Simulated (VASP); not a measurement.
Output of a VASP run:

### OSZICAR
```
       N       E                     dE             d eps       ncg     rms          rms(c)
DAV:   1     0.285939869919E+03    0.28594E+03   -0.18104E+04  3848   0.157E+03
DAV:   2    -0.538324037968E+02   -0.33977E+03   -0.33396E+03  4006   0.391E+02
DAV:   3    -0.979062811002E+02   -0.44074E+02   -0.43038E+02  5028   0.154E+02
DAV:   4    -0.997662757839E+02   -0.18600E+01   -0.18560E+01  4676   0.325E+01
DAV:   5    -0.998254324425E+02   -0.59157E-01   -0.59144E-01  6166   0.566E+00    0.922E+00
DAV:   6    -0.957259065024E+02    0.40995E+01   -0.43532E+00  5174   0.474E+01    0.540E+00
DAV:   7    -0.905105291029E+02    0.52154E+01   -0.16056E+00  4028   0.980E+00    0.182E+00
DAV:   8    -0.911206342878E+02   -0.61011E+00   -0.15850E+00  3972   0.108E+01    0.189E+00
DAV:   9    -0.911819696623E+02   -0.61335E-01   -0.20540E-01  4320   0.421E+00    0.850E-01
DAV:  10    -0.912841349226E+02   -0.10217E+00   -0.72001E-02  4080   0.272E+00    0.553E-01
DAV:  11    -0.913107764593E+02   -0.26642E-01   -0.28911E-02  4226   0.127E+00    0.342E-01
DAV:  12    -0.913072579937E+02    0.35185E-02   -0.77958E-03  4080   0.694E-01    0.411E-01
DAV:  13    -0.913123446998E+02   -0.50867E-02   -0.67192E-03  3918   0.686E-01    0.253E-01
DAV:  14    -0.913185658839E+02   -0.62212E-02   -0.40500E-03  4070   0.594E-01    0.147E-01
DAV:  15    -0.913198831376E+02   -0.13173E-02   -0.12827E-03  4740   0.269E-01    0.113E-01
DAV:  16    -0.913194901599E+02    0.39298E-03   -0.22281E-04  4146   0.136E-01    0.538E-02
DAV:  17    -0.913200199434E+02   -0.52978E-03   -0.46133E-04  4014   0.260E-01    0.342E-02
DAV:  18    -0.913199775114E+02    0.42432E-04   -0.12597E-04  4048   0.959E-02    0.231E-02
DAV:  19    -0.913201171813E+02   -0.13967E-03   -0.16975E-04  3970   0.112E-01    0.189E-02
DAV:  20    -0.913200922101E+02    0.24971E-04   -0.50944E-05  5248   0.636E-02    0.912E-03
DAV:  21    -0.913200862720E+02    0.59382E-05   -0.37981E-06  4074   0.160E-02    0.795E-03
DAV:  22    -0.913201241389E+02   -0.37867E-04   -0.32051E-05  3930   0.485E-02    0.194E-02
DAV:  23    -0.913201249634E+02   -0.82455E-06   -0.15106E-06  4352   0.943E-03    0.220E-02
DAV:  24    -0.913201244299E+02    0.53357E-06   -0.40849E-07  3618   0.611E-03    0.153E-02
DAV:  25    -0.913201248874E+02   -0.45756E-06   -0.93560E-07  3776   0.956E-03    0.517E-03
DAV:  26    -0.913201249664E+02   -0.78993E-07   -0.15357E-07  2744   0.325E-03
   1 F= -.91320125E+02 E0= -.91320125E+02  d E =0.000000E+00
       N       E                     dE             ncg
```

File OUTCAR:
```
------------------------ aborting loop because EDIFF is reached ----------------------------------------
  FORCE on cell =-STRESS in cart. coord.  units (eV):
  Direction    XX          YY          ZZ          XY          YZ          ZX
  --------------------------------------------------------------------------------------
  Total        0.0014882     -0.0017571     -0.0035002      0.0014257     -0.0040469     -0.0031527
  in kB        0.0176787     -0.0208726     -0.0415797      0.0169368     -0.0480738     -0.0374514
  external PRESSURE =      -0.0149245 kB  Pullay stress =       0.0000000 kB
  volume of cell :      134.87
      direct lattice vectors                 reciprocal lattice vectors
     3.975361771  0.000446150 -0.000618907     0.251565718 -0.145098665  0.000002111
     1.986460422  3.444038159 -0.001128658    -0.000032708  0.290375443 -0.000766064
     0.014908981  0.025991874  9.851544611     0.000015800  0.000024152  0.101506837
 POSITION                                       TOTAL-FORCE (eV/Angst)
 -----------------------------------------------------------------------------------
      2.00078      1.17266      7.98188         0.001229      0.001254     -0.000504
      3.97595      2.29782      1.86791        -0.001229     -0.001254      0.000504
      0.00000      0.00000      0.00000         0.000000      0.000000     -0.000000
      1.98853      1.14953      3.19146         0.000868      0.001396      0.003084
      3.98820      2.32095      6.65834        -0.000868     -0.001396     -0.003084
 -----------------------------------------------------------------------------------
    total drift:                                0.000000      0.000000     -0.000000
  FREE ENERGIE OF THE ION-ELECTRON SYSTEM (eV)
  ---------------------------------------------------
  free  energy   TOTEN  =       -91.3201249664 eV

  energy  without entropy=      -91.3201249664  energy(sigma->0) =      -91.32012497

 total charge

# of ion       s       p       d       tot
------------------------------------------
    1        0.766   0.611   9.927  11.304
    2        0.766   0.611   9.927  11.304
    3        1.461   2.406   0.018   3.886
    4        1.468   2.393   0.023   3.884
    5        1.468   2.393   0.023   3.884
--------------------------------------------------
tot          5.929   8.415  19.918  34.263

 Electric field gradients after diagonalization (V/A^2)
 (convention: |V_zz| > |V_xx| > |V_yy|)
----------------------------------------------------------------------
 ion       V_xx      V_yy      V_zz     asymmetry (V_yy - V_xx)/ V_zz
----------------------------------------------------------------------
   1     -37.770   -37.741    75.511       0.000
   2     -37.770   -37.741    75.511       0.000
   3      18.906    18.192   -37.098       0.019
   4      31.589    31.324   -62.912       0.004
   5      31.589    31.324   -62.912       0.004
```
(Selected blocks of OUTCAR.)

**POSCAR**
```
In2Se3
1
    3.9753617714     0.0004461497    -0.0006189071
    1.9864604218     3.4440381595    -0.0011286584
    0.0149089811     0.0259918740     9.8515446111
In Se
2 3
Direct
  0.3331941847   0.3343310577   0.8102755776
  0.6668058153   0.6656689423   0.1897244224
  1.0000000000   0.0000000000   0.0000000000
  0.3334575788   0.3312846172   0.3240137614
  0.6665424212   0.6687153828   0.6759862386
```

### Question
Write an INCAR and KPOINTS that could have produced this output.

### Answer
Several could match; the one computed here: the input of the run itself, r2SCAN meta-GGA, plane waves, VASP's PBE PAW potentials (set 64).

File KPOINTS_OPT:
```
k-points along high-symmetry lines
8
Line-mode
Reciprocal
  0.000000   0.000000   0.000000 ! GAMMA
 -0.500000   0.000000   0.000000 ! X

  0.000000   0.000000  -0.500000 ! Y
  0.000000   0.000000   0.000000 ! GAMMA

  0.000000   0.000000   0.000000 ! GAMMA
  0.000000  -0.500000   0.000000 ! Z

 -0.500000  -0.500000  -0.500000 ! R
  0.000000   0.000000   0.000000 ! GAMMA

  0.000000   0.000000   0.000000 ! GAMMA
  0.000000  -0.500000  -0.500000 ! T

 -0.500000  -0.500000   0.000000 ! U
  0.000000   0.000000   0.000000 ! GAMMA

  0.000000   0.000000   0.000000 ! GAMMA
 -0.500000   0.000000  -0.500000 ! V
```

**INCAR**
```
SYSTEM = In2Se3
PREC = Accurate; ENCUT = 400; LREAL = .False.
LASPH = .True.
EDIFF = 1E-7; NELM = 100; ALGO = Normal
LMAXMIX = 4; LMIXTAU = .True.
ISMEAR = -5
METAGGA = R2SCAN
ISIF = 2
LWAVE = .False.; LCHARG = .False.; LORBIT = 11
NEDOS = 601
LEFG = .True.
```

### KPOINTS
```
Automatic mesh
0
Gamma
7 7 3
0 0 0
```

POTCAR, in this order: In_d Se (PBE.64 set). Program: vasp_std.

The structure comes from a computed database's In2Se3 entry; how it stands against other phases isn't given here. It was relaxed first.
